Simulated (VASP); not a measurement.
SrTiO3 (cubic perovskite): the PBEsol gap over mesh and path against the volume, with the cell scaled uniformly; PBEsol's own equilibrium is at 11.831 Å³/atom. VASP (PAW), 520 eV cut-off, 6×6×6 Γ-centred mesh, Gaussian smearing of 0.050 eV, potentials Sr_sv Ti_sv O.  Fit the value as a straight line in ln V.

| V (Å³/atom) | PBEsol gap over mesh and path (eV) |
|---|---|
| 10.411 | 2.011 |
| 10.766 | 1.963 |
| 11.121 | 1.913 |
| 11.476 | 1.863 |
| 11.831 | 1.812 |
| 12.186 | 1.760 |

Question: Fit the rows as the text says and predict the value at 12.541.

Answer: The slope against ln V is -1.59 eV, the volume deformation potential of this gap. The line misses the rows by up to 0.004 and gives 1.718 at 12.541. The run gave 1.708, -0.010 from the line.

Left out are failed runs and those whose mesh is unfit for this quantity.

The compound is SrTiO3 in the cubic perovskite structure, the ideal cubic form; the compound distorts at low or room temperature.
